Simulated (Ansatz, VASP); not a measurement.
# SiNi in two plane-wave programs

Wanted: the spread between two codes on one cell, functional and k mesh.

Main program and level: Ansatz 0.2.0; plane waves, with VASP 6.6.1 beside it; single point at PBE and single point at PBE, DFT+U.

## Step 1: Starting point

The structure is orthorhombic, space group Pnma (No. 62). Conventional cell: a = 5.173 Å, b = 3.338 Å, c = 5.605 Å, α = 90.00°, β = 90.00°, γ = 90.00°. Nearest to Ni lie 6 Si at 2.28 to 2.40 Å. Nearest to Si lie 6 Ni at 2.28 to 2.40 Å. Farther neighbours are not listed.

## Step 2: VASP: single point, PBE

With cell and atoms fixed, the geometry can't cause a difference; cores, projectors, grids and the points listed under the comparison can.

Lines of VASP's logs that name or quote its potential files are left out, and so is its time.

The input, INCAR:

```
SYSTEM = SiNi
PREC = Normal
ENCUT = 350
EDIFF = 1E-06
NELM = 150
ISMEAR = 0
SIGMA = 0.05
LREAL = .FALSE.
ALGO = Normal
GGA = PE
NBANDS = 42
ISPIN = 2
MAGMOM = 1 -1 1 -1 0 0 0 0
LASPH = .TRUE.
LMAXMIX = 4
LORBIT = 11
LWAVE = .FALSE.
LCHARG = .FALSE.
KPAR = 2
AMIX = 0.2
BMIX = 1E-04
AMIX_MAG = 0.8
BMIX_MAG = 1E-04
NEDOS = 1200
```

The input, POSCAR:

```
SiNi
1.0
    5.1731000000      0.0000000000      0.0000000000
    0.0000000000      3.3381000000      0.0000000000
    0.0000000000      0.0000000000      5.6049000000
Ni Si
4 4
Direct
    0.9922100000      0.7500000000      0.8124800000
    0.5077900000      0.2500000000      0.3124800000
    0.4922100000      0.7500000000      0.6875200000
    0.0077900000      0.2500000000      0.1875200000
    0.6787200000      0.2500000000      0.9175000000
    0.8212800000      0.7500000000      0.4175000000
    0.1787200000      0.2500000000      0.5825000000
    0.3212800000      0.7500000000      0.0825000000
```

The input, KPOINTS:

```
Automatic mesh
0
Gamma
4 5 3
0 0 0
```

Potentials, in the order of the species: Ni and Si (PBE family, release 64).

Run with:

```bash
> mpirun -np 2 vasp_std
```

Numbers of over 12 decimals in the logs are rounded to 6 here.

The log of the run:

```text
[banner, memory and clock lines left out]
running    2 mpi-ranks, on    1 nodes
 distrk:  each k-point on    1 cores,    2 groups
 distr:  one band on    1 cores,    1 groups

 POSCAR found type information on POSCAR NiSi
 POSCAR found :  2 types and       8 ions
 LDA part: xc-table for (Slater+PW92), standard interpolation
 POSCAR, INCAR and KPOINTS ok, starting setup
 FFT: planning ... GRIDC
 FFT: planning ... GRID_SOFT
 FFT: planning ... GRID
 WAVECAR not read
 entering main loop
       N       E                     dE             d eps       ncg     rms          rms(c)
DAV:   1     0.306632512260E+03    0.30663E+03   -0.18155E+04  3024   0.116E+03
DAV:   2    -0.287935919968E+02   -0.33543E+03   -0.31514E+03  3044   0.285E+02
DAV:   3    -0.535361458298E+02   -0.24743E+02   -0.23802E+02  3500   0.922E+01
DAV:   4    -0.542457930556E+02   -0.70965E+00   -0.70644E+00  3664   0.149E+01
DAV:   5    -0.542678896272E+02   -0.22097E-01   -0.22083E-01  3754   0.252E+00    0.290E+01
DAV:   6    -0.494786389073E+02    0.47893E+01   -0.34849E+01  3656   0.852E+01    0.156E+01
DAV:   7    -0.478065612624E+02    0.16721E+01   -0.59157E+00  3710   0.360E+01    0.814E+00
DAV:   8    -0.477494577500E+02    0.57104E-01   -0.80842E-01  4644   0.984E+00    0.496E+00
DAV:   9    -0.476344400832E+02    0.11502E+00   -0.21502E-01  4124   0.540E+00    0.214E+00
DAV:  10    -0.476368653068E+02   -0.24252E-02   -0.54358E-02  4042   0.429E+00    0.740E-01
DAV:  11    -0.476370028574E+02   -0.13755E-03   -0.58807E-03  3894   0.854E-01    0.364E-01
DAV:  12    -0.476367142312E+02    0.28863E-03   -0.86874E-04  3622   0.413E-01    0.232E-01
DAV:  13    -0.476365066837E+02    0.20755E-03   -0.65306E-04  4024   0.169E-01    0.702E-02
DAV:  14    -0.476365444162E+02   -0.37733E-04   -0.15534E-04  3618   0.104E-01    0.253E-02
DAV:  15    -0.476365506038E+02   -0.61876E-05   -0.99736E-06  3606   0.246E-02    0.202E-02
DAV:  16    -0.476365434359E+02    0.71679E-05   -0.19372E-06  2472   0.162E-02    0.109E-02
DAV:  17    -0.476365391018E+02    0.43342E-05   -0.38984E-06  2966   0.105E-02    0.288E-03
DAV:  18    -0.476365389270E+02    0.17480E-06   -0.33666E-07  1614   0.438E-03
   1 F= -.47636539E+02 E0= -.47634632E+02  d E =-.381464E-02  mag=    -0.0000
```

Parts of OUTCAR (step 2):

```text
ion  position               nearest neighbor table
   1  0.992  0.750  0.812-   8 2.28   7 2.32   7 2.32   6 2.38   5 2.40   5 2.40   3 2.68   3 2.68
                             4 2.69   4 2.69
   2  0.508  0.250  0.312-   7 2.28   8 2.32   8 2.32   5 2.38   6 2.40   6 2.40   4 2.68   4 2.68
                             3 2.69   3 2.69
   3  0.492  0.750  0.688-   6 2.28   5 2.32   5 2.32   8 2.38   7 2.40   7 2.40   1 2.68   1 2.68
                             2 2.69   2 2.69
   4  0.008  0.250  0.188-   5 2.28   6 2.32   6 2.32   7 2.38   8 2.40   8 2.40   2 2.68   2 2.68
                             1 2.69   1 2.69
   5  0.679  0.250  0.917-   4 2.28   3 2.32   3 2.32   2 2.38   1 2.40   1 2.40   8 2.66   8 2.66

  LATTYP: Found a simple orthorhombic cell.
 ALAT       =     3.3381000000
 B/A-ratio  =     1.5497139091
 C/A-ratio  =     1.6790689314

 Subroutine GETGRP returns: Found  8 space group operations
 (whereof  2 operations were pure point group operations)

The static configuration has the point symmetry S_2 .
 The point group associated with its full space group is D_2h.

 Found     18 irreducible k-points:

   k-points           NKPTS =     18   k-points in BZ     NKDIM =     18   number of bands    NBANDS=     42

   dimension x,y,z NGX =    24 NGY =   16 NGZ =   28
   dimension x,y,z NGXF=    48 NGYF=   32 NGZF=   56

   ENCUT  =  350.0 eV  25.72 Ry    5.07 a.u.   7.89  5.09  8.55*2*pi/ulx,y,z

   NELECT =      56.0000    total number of electrons

 k-points in reciprocal lattice and weights: Automatic mesh
   0.00000000  0.00000000  0.00000000       0.017
   0.25000000  0.00000000  0.00000000       0.033
   0.50000000  0.00000000  0.00000000       0.017
   0.00000000  0.20000000  0.00000000       0.033
   0.25000000  0.20000000  0.00000000       0.067
   0.50000000  0.20000000  0.00000000       0.033
   0.00000000  0.40000000  0.00000000       0.033
   0.25000000  0.40000000  0.00000000       0.067
   0.50000000  0.40000000  0.00000000       0.033
[...]
0.25000000  0.40000000  0.33333333       0.133
   0.50000000  0.40000000  0.33333333       0.067

 average (electrostatic) potential at core
       1 -81.6371       2 -81.6371       3 -81.6371       4 -81.6371       5 -79.3415
       6 -79.3415       7 -79.3415       8 -79.3415

 E-fermi :  10.4525

 spin component 1
 k-point     1 :       0.0000    0.0000    0.0000
  band No.  band energies     occupation
    ...
     24       8.4993      1.00000
     25       8.5972      1.00000
     26       9.2799      1.00000
     27       9.4649      1.00000
     28       9.4721      1.00000
     29      11.0045      0.00000
     30      11.6681      0.00000
     31      13.8276      0.00000
     32      14.4947      0.00000
     33      14.6299      0.00000
    ...

 k-point     2 :       0.2500    0.0000    0.0000
  band No.  band energies     occupation
    ...
     24       8.5121      1.00000
     25       8.5221      1.00000
     26       8.9402      1.00000
     27       9.7838      1.00000
     28      10.2020      1.00000
     29      12.2895      0.00000
     30      12.5052      0.00000
     31      13.1700      0.00000
     32      14.4057      0.00000
     33      14.8083      0.00000
    ...

 k-point     3 :       0.5000    0.0000    0.0000
  band No.  band energies     occupation
    ...
     22       8.0780      1.00000
     23       8.4714      1.00000
     24       8.4714      1.00000
     25       8.6034      1.00000
     26       8.6034      1.00000
     27      11.3794      0.00000
     28      11.3794      0.00000
     29      11.6328      0.00000
     30      11.6328      0.00000
     31      14.2203      0.00000
    ...

 k-point     4 :       0.0000    0.2000    0.0000
  band No.  band energies     occupation
    ...
     24       8.5772      1.00000
     25       8.7346      1.00000
     26       9.2559      1.00000
     27       9.3514      1.00000
     28       9.6525      1.00000
     29      10.9504      0.00000
     30      11.4119      0.00000
     31      11.9733      0.00000
     32      12.2751      0.00000
     33      13.3942      0.00000
    ...

 k-point     5 :       0.2500    0.2000    0.0000
  band No.  band energies     occupation
    ...
     24       8.6128      1.00000
     25       8.9237      1.00000
     26       9.0353      1.00000
     27       9.1643      1.00000
     28       9.9422      1.00000
     29      10.7532      0.00000
     30      12.4453      0.00000
     31      12.5026      0.00000
     32      12.8429      0.00000
     33      13.2272      0.00000
    ...

 k-point     6 :       0.5000    0.2000    0.0000
  band No.  band energies     occupation
    ...
     24       8.4943      1.00000
     25       8.8755      1.00000
     26       8.8755      1.00000
     27       9.8592      1.00000
     28       9.8592      1.00000
     29      11.7222      0.00000
     30      11.7222      0.00000
     31      13.0186      0.00000
     32      13.0186      0.00000
     33      13.8365      0.00000
    ...

  Total        1.3427993      0.4923260      1.0774675      0.0000000      0.0000000      0.0000000
  in kB       22.2281645      8.1497681     17.8359675      0.0000000      0.0000000      0.0000000
  external PRESSURE =      16.0713000 kB  Pullay stress =       0.0000000 kB

  energy-cutoff  :      350.00
  volume of cell :       96.79
      direct lattice vectors                 reciprocal lattice vectors
     5.173100000  0.000000000  0.000000000     0.193307688  0.000000000  0.000000000
     0.000000000  3.338100000  0.000000000     0.000000000  0.299571613  0.000000000
     0.000000000  0.000000000  5.604900000     0.000000000  0.000000000  0.178415315

 POSITION                                       TOTAL-FORCE (eV/Angst)
 -----------------------------------------------------------------------------------
      5.13280      2.50357      4.55387        -0.031351      0.000000     -0.054976
      2.62685      0.83452      1.75142         0.031351     -0.000000     -0.054976
      2.54625      2.50357      3.85348        -0.031351     -0.000000      0.054976
      0.04030      0.83452      1.05103         0.031351     -0.000000      0.054976
      3.51109      0.83452      5.14250        -0.013358     -0.000000     -0.010302
      4.24856      2.50357      2.34005         0.013358     -0.000000     -0.010302
      0.92454      0.83452      3.26485        -0.013358     -0.000000      0.010302
      1.66201      2.50357      0.46240         0.013358     -0.000000      0.010302
 -----------------------------------------------------------------------------------
    total drift:                                0.000000      0.000000      0.000000

  FREE ENERGIE OF THE ION-ELECTRON SYSTEM (eV)
  ---------------------------------------------------
  free  energy   TOTEN  =       -47.6365389270 eV

  energy  without entropy=      -47.6327242829  energy(sigma->0) =      -47.63463160

 total charge
# of ion       s       p       d       tot
------------------------------------------
    1        0.498   0.638   8.440   9.576
    2        0.498   0.638   8.440   9.576
    3        0.498   0.638   8.440   9.576
    4        0.498   0.638   8.440   9.576
    5        0.762   0.854   0.000   1.616
    6        0.762   0.854   0.000   1.616
    7        0.762   0.854   0.000   1.616
    8        0.762   0.854   0.000   1.616
--------------------------------------------------
tot          5.042   5.969  33.759  44.770

 magnetization (x)
# of ion       s       p       d       tot
------------------------------------------
    1        0.000   0.000   0.000   0.000
    2       -0.000  -0.000  -0.000  -0.000
    3        0.000   0.000   0.000   0.000
    4       -0.000  -0.000  -0.000  -0.000
    5        0.000   0.000   0.000   0.000
    6       -0.000  -0.000   0.000  -0.000
    7        0.000   0.000   0.000   0.000
    8       -0.000  -0.000   0.000  -0.000
--------------------------------------------------
tot          0.000   0.000   0.000   0.000

[... 1 further part left out ...]
```

The moments of the start collapse, so the state is non-magnetic; other starts or orders were not tried.

(Continued in part 2 of 2.)

[Lines on the potential files, build, host, timing and source positions are cut from VASP's logs without a mark.]

[Logs are printed without paths, hosts, clocks, repeated set-up lines and the standing remarks that a program may print on its own settings, such as how far it seeks lower states.]

[Hosts, paths, dates, database ids (printed as entryN), source tags and the programs' standing remarks are cut or masked in the printed files.]
